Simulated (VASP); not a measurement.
All values below come from PBEsol GGA, VASP's PBE PAW potentials (set 64) (plane waves; VASP).

VASP input:

KPOINTS:
```
Automatic mesh
0
Gamma
10 10 4
0 0 0
```

### INCAR
```
SYSTEM = BN
PREC = Accurate
ENCUT = 520
EDIFF = 1E-7
NELM = 100
ALGO = Normal
LREAL = .FALSE.
LASPH = .TRUE.
ISMEAR = 0
SIGMA = 0.05
GGA = PS
LWAVE = .FALSE.
LCHARG = .FALSE.
ISIF = 4
IBRION = 2
NSW = 30
EDIFFG = -0.01
```

POSCAR:
```
BN
1.0
  1.2526904821  -2.1697239507   0.0000000000
  1.2526904821   2.1697239507   0.0000000000
  0.0000000000   0.0000000000   6.8224324319
B N
2 2
Cartesian
  1.2526904821   0.7232427634   1.7056081080
  1.2526904821  -0.7232427634   5.1168243239
  1.2526904821  -0.7232427634   1.7056081080
  1.2526904821   0.7232427634   5.1168243239
```

POTCAR, in this order: B N (PBE.64 set). Program: vasp_std.

The run wrote:

File OSZICAR:
```
       N       E                     dE             d eps       ncg     rms          rms(c)
DAV:   1     0.610184365262E+02    0.61018E+02   -0.83211E+03  1024   0.122E+03
DAV:   2    -0.355753106585E+02   -0.96594E+02   -0.87414E+02  1396   0.261E+02
DAV:   3    -0.399768301754E+02   -0.44015E+01   -0.43774E+01  1292   0.587E+01
DAV:   4    -0.400230155354E+02   -0.46185E-01   -0.46161E-01  1244   0.662E+00
DAV:   5    -0.400237138489E+02   -0.69831E-03   -0.69823E-03  1308   0.803E-01    0.110E+01
DAV:   6    -0.369606100961E+02    0.30631E+01   -0.75517E+00  1164   0.223E+01    0.506E+00
DAV:   7    -0.366590237164E+02    0.30159E+00   -0.45124E-01  1264   0.587E+00    0.307E+00
DAV:   8    -0.365713056363E+02    0.87718E-01   -0.27073E-01  1212   0.398E+00    0.386E-01
DAV:   9    -0.365686690851E+02    0.26366E-02   -0.10910E-02  1196   0.927E-01    0.170E-01
DAV:  10    -0.365693788858E+02   -0.70980E-03   -0.10154E-03  1224   0.272E-01    0.347E-02
DAV:  11    -0.365694668645E+02   -0.87979E-04   -0.13469E-04  1284   0.102E-01    0.227E-02
DAV:  12    -0.365694671684E+02   -0.30389E-06   -0.34610E-05  1180   0.507E-02    0.292E-03
DAV:  13    -0.365694673885E+02   -0.22005E-06   -0.12167E-06  1272   0.101E-02    0.115E-03
DAV:  14    -0.365694674611E+02   -0.72603E-07   -0.10504E-07  1012   0.270E-03
   1 F= -.36569467E+02 E0= -.36569467E+02  d E =-.365695E+02
```

**OUTCAR**
```
------------------------ aborting loop because EDIFF is reached ----------------------------------------
  FORCE on cell =-STRESS in cart. coord.  units (eV):
  Direction    XX          YY          ZZ          XY          YZ          ZX
  --------------------------------------------------------------------------------------
  Total        0.0255299      0.0255299      0.0553609      0.0000000      0.0000000      0.0000000
  in kB        1.1029150      1.1029154      2.3916407      0.0000000      0.0000000      0.0000000
  external PRESSURE =       1.5324904 kB  Pullay stress =       0.0000000 kB
  volume of cell :       37.09
      direct lattice vectors                 reciprocal lattice vectors
     1.252690482 -2.169723951  0.000000000     0.399140895 -0.230444062  0.000000000
     1.252690482  2.169723951  0.000000000     0.399140895  0.230444062  0.000000000
     0.000000000  0.000000000  6.822432432     0.000000000  0.000000000  0.146575288
  FREE ENERGIE OF THE ION-ELECTRON SYSTEM (eV)
  ---------------------------------------------------
  free  energy   TOTEN  =       -36.5694674611 eV

  energy  without entropy=      -36.5694674611  energy(sigma->0) =      -36.56946746

 reached required accuracy - stopping structural energy minimisation
```
(Selected blocks of OUTCAR.)

Without a dispersion term in the relaxation, distances and binding between the weakly bound layers, chains or molecules are unreliable, and so is what depends on them.

The compound is BN in the hex structure. It was relaxed first.
